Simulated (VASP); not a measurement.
Input:

```
CELL_PARAMETERS angstrom
      0.00000     2.39444     2.39444
      2.39444     0.00000     2.39444
      2.39444     2.39444     0.00000
ATOMIC_POSITIONS crystal
  B  0.25000 0.25000 0.25000
  As 0.00000 0.00000 0.00000
```

Computed with PBE0 hybrid, VASP's PBE PAW potentials (set 64) (plane waves; VASP). Numerical set-up: 400 eV cut-off, 10×10×10 Γ-centred mesh, Gaussian smearing of 0.050 eV, potentials B As.

At this cut-off the stress carries a Pulay error, which pulls relaxed volumes low.

Give the stress tensor in GPa (positive for a compressed cell).

```
-1.77   0.00   0.00
 0.00  -1.77   0.00
 0.00   0.00  -1.77
```
The pressure is its mean diagonal, -1.77 GPa.

The structure comes from a computed database's BAs entry; how it stands against other phases isn't given here. The cell was not relaxed at this level.
